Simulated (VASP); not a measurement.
# CdSiN₂ in VASP 6.6.1, single-point calculation

INCAR

```
LASPH = .TRUE.
SIGMA = 0.005
NELM = 71
NBANDS = 21
GGA = PE
ISMEAR = 0
PREC = Accurate
NSW = 0
ENCUT = 520
IBRION = -1
LCHARG = .FALSE.
LREAL = .FALSE.
LWAVE = .FALSE.
ISIF = 2
EDIFF = 1E-8
```

KPOINTS

```
KPOINTS created by Atomic Simulation Environment
0
Gamma
8 8 6
0 0 0
```

POSCAR

```
Cd N  Si
 1.0000000000000000
     3.1195469186000002    0.0000000000000000    0.0000000000000000
     0.0000000000000000    3.1195469186000002    0.0000000000000000
     0.0000000000000000    0.0000000000000000    4.9845767749999998
 Cd  N   Si
   1   2   1
Cartesian
 -0.0000000000000000  0.0000000000000000  0.0000000000000000
  0.0000000000000000  1.5597734593000001  1.6037811972773017
  1.5597734593000001  0.0000000000000000  3.3807955777226981
  1.5597734593000001  1.5597734593000001  2.4922883874999999
```

The recommended PBE PAW datasets give the neutral cell 26 valence electrons.

Command

```
mpirun -np 1 vasp_std
```

**Question.** How does this run end, and what does it give?

**Answer.** It converged. Results: gap between bands v and c on the k mesh 1.08 eV; least direct gap on the k mesh 1.08 eV; pressure -0.1 GPa; largest force 0.03 eV/Å. Band v is the last that the valence electrons fill when counted band by band, and c is the next.

OSZICAR

```
N       E                     dE             d eps       ncg     rms          rms(c)
DAV:   1     0.155241009646E+03    0.15524E+03   -0.13850E+04  2600   0.120E+03
DAV:   2    -0.199795440601E+02   -0.17522E+03   -0.16705E+03  2878   0.299E+02
DAV:   3    -0.290901444771E+02   -0.91106E+01   -0.90567E+01  3073   0.714E+01
DAV:   4    -0.291584495438E+02   -0.68305E-01   -0.68288E-01  2764   0.665E+00
DAV:   5    -0.291588941076E+02   -0.44456E-03   -0.44455E-03  3181   0.516E-01    0.152E+01
DAV:   6    -0.240897363290E+02    0.50692E+01   -0.11454E+01  3756   0.483E+01    0.996E+00
DAV:   7    -0.243281663727E+02   -0.23843E+00   -0.32981E+00  2875   0.130E+01    0.555E+00
DAV:   8    -0.242964615740E+02    0.31705E-01   -0.41998E-01  2920   0.425E+00    0.149E+00
DAV:   9    -0.242693913408E+02    0.27070E-01   -0.12070E-01  3012   0.290E+00    0.318E-01
DAV:  10    -0.242696114146E+02   -0.22007E-03   -0.12863E-02  2840   0.948E-01    0.154E-01
DAV:  11    -0.242697769240E+02   -0.16551E-03   -0.10769E-03  3018   0.304E-01    0.813E-02
DAV:  12    -0.242697823701E+02   -0.54461E-05   -0.27585E-04  2986   0.148E-01    0.242E-02
DAV:  13    -0.242697898328E+02   -0.74627E-05   -0.32293E-05  2825   0.488E-02    0.711E-03
DAV:  14    -0.242697905043E+02   -0.67150E-06   -0.23616E-06  2925   0.128E-02    0.266E-03
DAV:  15    -0.242697905081E+02   -0.38413E-08   -0.50345E-07  2773   0.461E-03    0.112E-03
DAV:  16    -0.242697905206E+02   -0.12516E-07   -0.44854E-08  2985   0.151E-03    0.770E-04
DAV:  17    -0.242697905023E+02    0.18314E-07   -0.79822E-09  2198   0.654E-04    0.264E-04
DAV:  18    -0.242697905074E+02   -0.50836E-08   -0.11690E-09  1445   0.242E-04
   1 F= -.24269791E+02 E0= -.24269791E+02  d E =-.413391E-70
```

For comparison, a separate PBE run of the intended cell, on usual settings and not on those above, gives a gap of 1.08 eV on its mesh and a pressure of -0.1 GPa.
